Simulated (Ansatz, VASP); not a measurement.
# Fe (Iron): VASP beside Ansatz, part 2 of 2

One calculation is typed for both programs; each brings its own data sets and cutoff. How far apart do they land?

VASP 6.6.1 and Ansatz 0.2.0.

So far: The starting structure; Ansatz: relaxation of cell and atoms, r2SCAN.

## Step 3: VASP: relaxation of cell and atoms, r2SCAN

Level of this step: r2SCAN, spin-polarised from a ferromagnetic start (one magnetic atom a cell); plane waves and PAW (Fe) (VASP).

The same cell, functional, mesh and smearing now go to VASP, with its own data sets and cutoff.

Lines of VASP's logs that name or quote its potential files are left out, and so is its time.

The input, INCAR:

```
SYSTEM = Fe
PREC = Accurate
ENCUT = 520
EDIFF = 1E-06
NELM = 100
ISMEAR = -1
SIGMA = 0.05
LREAL = .FALSE.
ALGO = Normal
METAGGA = R2SCAN
LASPH = .TRUE.
NBANDS = 10
ISPIN = 2
MAGMOM = 3
LMAXMIX = 4
LORBIT = 11
LWAVE = .FALSE.
LCHARG = .FALSE.
KPAR = 2
IBRION = 2
NSW = 60
ISIF = 3
EDIFFG = -0.01
```

The input, POSCAR:

```
Fe
1.0
   -1.4327000000      1.4327000000      1.4327000000
    1.4327000000     -1.4327000000      1.4327000000
    1.4327000000      1.4327000000     -1.4327000000
Fe
1
Direct
    0.0000000000      0.0000000000      0.0000000000
```

The input, KPOINTS:

```
Automatic mesh
0
Gamma
13 13 13
0 0 0
```

The projector-augmented-wave data sets are Fe (PBE family, release 64).

Run with:

```bash
> mpirun -np 2 vasp_std
```

Numbers of over 12 decimals in the logs are rounded to 6 here.

The program printed:

```text
[banner, memory and clock lines left out]
running    2 mpi-ranks, on    1 nodes
 distrk:  each k-point on    1 cores,    2 groups
 distr:  one band on    1 cores,    1 groups

 POSCAR found type information on POSCAR Fe
 POSCAR found :  1 types and       1 ions
|                                                                             |
|               ----> ADVICE to this user running VASP <----                  |
|                                                                             |
|     You enforced a specific xc type in the INCAR file but a different       |
|     [... a line on the potential file left out ...]
|     I HOPE YOU KNOW WHAT YOU ARE DOING!                                     |
|                                                                             |

 LDA part: xc-table for (None), standard interpolation
 POSCAR, INCAR and KPOINTS ok, starting setup
 FFT: planning ... GRIDC
 FFT: planning ... GRID_SOFT
 FFT: planning ... GRID
 WAVECAR not read
 entering main loop
       N       E                     dE             d eps       ncg     rms          rms(c)
DAV:   1     0.147062033544E+02    0.14706E+02   -0.42326E+03  3482   0.100E+03
DAV:   2    -0.148567821235E+02   -0.29563E+02   -0.27297E+02  3390   0.141E+02
DAV:   3    -0.154469060644E+02   -0.59012E+00   -0.58372E+00  3760   0.261E+01
DAV:   4    -0.154500854080E+02   -0.31793E-02   -0.31789E-02  3640   0.176E+00
DAV:   5    -0.154501158242E+02   -0.30416E-04   -0.30416E-04  3656   0.168E-01    0.114E+01
DAV:   6    -0.143635710331E+02    0.10865E+01   -0.15158E+01  3708   0.591E+01    0.685E+00
DAV:   7    -0.143561115678E+02    0.74595E-02   -0.12070E+00  3822   0.144E+01    0.455E+00
DAV:   8    -0.143731873016E+02   -0.17076E-01   -0.57367E-02  4192   0.191E+00    0.239E+00
DAV:   9    -0.143621076241E+02    0.11080E-01   -0.61716E-02  3660   0.219E+00    0.536E-01
DAV:  10    -0.143662501132E+02   -0.41425E-02   -0.33580E-02  3752   0.171E+00    0.176E-01
DAV:  11    -0.143670049286E+02   -0.75482E-03   -0.13050E-03  3592   0.372E-01    0.714E-02
DAV:  12    -0.143670164301E+02   -0.11502E-04   -0.22723E-05  4030   0.520E-02    0.456E-02
DAV:  13    -0.143670307784E+02   -0.14348E-04   -0.70345E-05  3898   0.716E-02    0.998E-03
DAV:  14    -0.143670296175E+02    0.11609E-05   -0.76139E-07  2578   0.107E-02    0.160E-03
DAV:  15    -0.143670293863E+02    0.23121E-06   -0.45178E-08  1702   0.286E-03
   1 F= -.14367029E+02 E0= -.14364506E+02  d E =-.143670E+02  mag=     2.6474
 curvature:   0.00 expect dE= 0.000E+00 dE for cont linesearch  0.000E+00
 trial: gam= 0.00000 g(F)=  0.924E-62 g(S)=  0.271E-04 ort = 0.000E+00 (trialstep = 0.100E+01)
 search vector abs. value=  0.271E-04
 bond charge predicted
       N       E                     dE             d eps       ncg     rms          rms(c)
DAV:   1    -0.143672975553E+02   -0.26794E-03   -0.61556E-03  3640   0.132E+00    0.157E-01
DAV:   2    -0.143670479369E+02    0.24962E-03   -0.21468E-03  3690   0.663E-01    0.163E-01
DAV:   3    -0.143670380826E+02    0.98544E-05   -0.70502E-05  3742   0.120E-01    0.631E-02
DAV:   4    -0.143670354334E+02    0.26492E-05   -0.31305E-06  3442   0.279E-02    0.156E-02
DAV:   5    -0.143670324542E+02    0.29792E-05   -0.36521E-06  2652   0.161E-02    0.261E-03
DAV:   6    -0.143670324450E+02    0.91412E-08   -0.15230E-07  1686   0.419E-03
   2 F= -.14367032E+02 E0= -.14364511E+02  d E =-.305875E-05  mag=     2.6473
 trial-energy change:   -0.000003  1 .order    0.000002   -0.000027    0.000030
 step:   0.5898(harm=  0.4728)  dis= 0.00000  next Energy=   -14.367038 (dE=-0.894E-05)
 bond charge predicted
       N       E                     dE             d eps       ncg     rms          rms(c)
DAV:   1    -0.143670849770E+02   -0.52523E-04   -0.10284E-03  3638   0.541E-01    0.646E-02
DAV:   2    -0.143670373834E+02    0.47594E-04   -0.36503E-04  3692   0.273E-01    0.671E-02
DAV:   3    -0.143670394070E+02   -0.20236E-05   -0.12424E-05  3634   0.507E-02    0.260E-02
DAV:   4    -0.143670383398E+02    0.10672E-05   -0.52050E-07  1696   0.116E-02    0.652E-03
DAV:   5    -0.143670380060E+02    0.33385E-06   -0.62174E-07  1774   0.688E-03
   3 F= -.14367038E+02 E0= -.14364516E+02  d E =-.861968E-05  mag=     2.6473
 curvature:  -0.22 expect dE=-0.617E-06 dE for cont linesearch -0.617E-06
 trial: gam= 0.00000 g(F)=  0.164E-62 g(S)=  0.274E-05 ort =-0.862E-05 (trialstep = 0.918E+00)
 search vector abs. value=  0.274E-05
 reached required accuracy - stopping structural energy minimisation
```

From OUTCAR (step 3):

```text
ion  position               nearest neighbor table
   1  0.000  0.000  0.000-

  LATTYP: Found a body centered cubic cell.
 ALAT       =     2.8654000000

 Subroutine GETGRP returns: Found 48 space group operations
 (whereof 48 operations were pure point group operations)

The static configuration has the point symmetry O_h .

 Found     84 irreducible k-points:

   k-points           NKPTS =     84   k-points in BZ     NKDIM =     84   number of bands    NBANDS=     10

   dimension x,y,z NGX =    18 NGY =   18 NGZ =   18
   dimension x,y,z NGXF=    36 NGYF=   36 NGZF=   36

   ENCUT  =  520.0 eV  38.22 Ry    6.18 a.u.   4.61  4.61  4.61*2*pi/ulx,y,z

   NELECT =       8.0000    total number of electrons

 k-points in reciprocal lattice and weights: Automatic mesh
   0.00000000  0.00000000  0.00000000       0.000
   0.07692308  0.00000000  0.00000000       0.005
   0.15384615  0.00000000  0.00000000       0.005
   0.23076923  0.00000000  0.00000000       0.005
   0.30769231  0.00000000  0.00000000       0.005
   0.38461538  0.00000000  0.00000000       0.005
   0.46153846  0.00000000  0.00000000       0.005
   0.07692308  0.07692308  0.00000000       0.011
   0.15384615  0.07692308 -0.00000000       0.022
[...]
-0.46153846 -0.46153846  0.38461538       0.004
  -0.46153846  0.46153846  0.46153846       0.003

 average (electrostatic) potential at core
       1 -48.5866

 E-fermi :   5.4925

 spin component 1
 k-point     1 :       0.0000    0.0000    0.0000
  band No.  band energies     occupation
    ...
      2       2.4284      1.00000
      3       2.4285      1.00000
      4       2.4285      1.00000
      5       3.6344      1.00000
      6       3.6344      1.00000
      7      31.1583      0.00000
      8      31.1584      0.00000
      9      31.1584      0.00000
     10      36.0073      0.00000

 k-point     2 :       0.0769    0.0000    0.0000
  band No.  band energies     occupation
    ...
      2       2.3682      1.00000
      3       2.4267      1.00000
      4       2.5537      1.00000
      5       3.5764      1.00000
      6       3.6392      1.00000
      7      29.4241      0.00000
      8      30.7235      0.00000
      9      30.8840      0.00000
     10      35.1907      0.00000

 k-point     3 :       0.1538    0.0000    0.0000
  band No.  band energies     occupation
    ...
      2       2.2033      1.00000
      3       2.4010      1.00000
      4       2.9109      1.00000
      5       3.4722      1.00000
      6       3.6549      1.00000
      7      26.0068      0.00000
      8      29.3312      0.00000
      9      30.3166      0.00000
     10      32.5501      0.00000

 k-point     4 :       0.2308    0.0000    0.0000
  band No.  band energies     occupation
    ...
      2       1.9765      1.00000
      3       2.3971      1.00000
      4       3.4427      1.00000
      5       3.4534      1.00000
      6       3.6839      1.00000
      7      22.2302      0.00000
      8      27.5927      0.00000
      9      29.7666      0.00000
     10      30.1622      0.00000

 k-point     5 :       0.3077    0.0000    0.0000
  band No.  band energies     occupation
    ...
      2       1.7425      1.00000
      3       2.8278      1.00000
      4       3.5512      1.00000
      5       3.7238      1.00000
      6       4.0500      1.00000
      7      18.5354      0.00000
      8      26.0608      0.00000
      9      28.1467      0.00000
     10      29.3460      0.00000

 k-point     6 :       0.3846    0.0000    0.0000
  band No.  band energies     occupation
    ...
      2       1.5536      1.00000
      3       3.5636      1.00000
      4       3.7643      1.00000
      5       4.2706      1.00000
      6       4.5943      1.00000
      7      15.2044      0.00000
      8      24.9551      0.00000
      9      26.6565      0.00000
     10      29.0723      0.00000

  Total        0.0043538      0.0043538      0.0043538      0.0000000     -0.0000000     -0.0000000
  in kB        0.5936930      0.5936930      0.5936930      0.0000000     -0.0000000     -0.0000000
  external PRESSURE =       0.5936930 kB  Pullay stress =       0.0000000 kB

  energy-cutoff  :      520.00
  volume of cell :       11.75
      direct lattice vectors                 reciprocal lattice vectors
    -1.432142273  1.432142273  1.432142273     0.000000000  0.349127324  0.349127324
     1.432142273 -1.432142273  1.432142273     0.349127324  0.000000000  0.349127324
     1.432142273  1.432142273 -1.432142273     0.349127324  0.349127324  0.000000000

 POSITION                                       TOTAL-FORCE (eV/Angst)
 -----------------------------------------------------------------------------------
      0.00000      0.00000      0.00000         0.000000     -0.000000      0.000000
 -----------------------------------------------------------------------------------
    total drift:                               -0.000000     -0.000000      0.000000

  FREE ENERGIE OF THE ION-ELECTRON SYSTEM (eV)
  ---------------------------------------------------
  free  energy   TOTEN  =       -14.3670380060 eV

  energy  without entropy=      -14.3619937311  energy(sigma->0) =      -14.36451587

 reached required accuracy - stopping structural energy minimisation

 total charge
# of ion       s       p       d       tot
------------------------------------------
    1        0.479   0.551   6.173   7.203

 magnetization (x)
# of ion       s       p       d       tot
------------------------------------------
    1       -0.013  -0.118   2.846   2.716

[... 6 further parts left out ...]
```

CONTCAR:

```
Fe
   1.00000000000000
    -1.4321422733439380    1.4321422733439380    1.4321422733439380
     1.4321422733439380   -1.4321422733439380    1.4321422733439380
     1.4321422733439380    1.4321422733439380   -1.4321422733439380
  Fe
     1
Direct
     0.0000000000000000    0.0000000000000000    0.0000000000000000
```

The cell holds one magnetic atom, so no antiferromagnetic order fits into it. SCAN-type functionals tend to overstate the moments of itinerant magnets. The PAW data sets were made with PBE, which is usual practice but a small mismatch for other functionals. The run keeps the 48 symmetry operations of its start, so it cannot find a distortion of lower symmetry.

## Step 4: Comparison

Known differences besides the potentials themselves: VASP keeps PBE cores, Ansatz makes them for the functional; both relaxations stop at a tolerance, which leaves soft axes loose, and VASP keeps its plane-wave basis; the data sets hold 16 valence electrons in Ansatz (default PAW (the set named soft_2) files) and 8 in VASP; the cutoff is 500 eV in Ansatz and 520 eV in VASP; Ansatz adds a Pulay correction to the stress that steers its cell, VASP none; site moments are counted in spheres of each program's own size. Total energies have different zeros and are not compared.

Both answers:

| quantity | Ansatz | VASP | difference |
| --- | --- | --- | --- |
| volume (Å³) | 11.77 | 11.75 | +0.16 % |
| edge a after relaxation, in the typed setting (Å) | 2.482 | 2.481 | +0.06 % |
| total moment (μB) | 2.65 | 2.65 | 0.00 |
| moment on Fe1 (μB) | 2.80 | 2.72 | +0.09 |

The walks stopped with 0.04 GPa left in Ansatz and 0.06 GPa in VASP; each walk ends within a tolerance, so the volume difference is uncertain by about these residues over the bulk modulus, most in soft cells.

## Step 5: Summary of results

```json
{
  "difference in volume (relaxation of cell and atoms, r2SCAN)": "0.16 %"
}
```

The difference in volume is 0.16 % (relaxation of cell and atoms, r2SCAN), within the 1.2 % picked in this series as the mark of a large difference, as far as the stopping tolerances let one tell. Such differences can come from data sets, numerical settings and the points named under the comparisons, not from the functional's error against experiment.

[Lines on the potential files, build, host, timing and source positions are cut from VASP's logs without a mark.]

[Logs are printed without paths, hosts, clocks, repeated set-up lines and the standing remarks that a program may print on its own settings, such as how far it seeks lower states.]

[Hosts, paths, dates, database ids (printed as entryN), source tags and the programs' standing remarks are cut or masked in the printed files.]
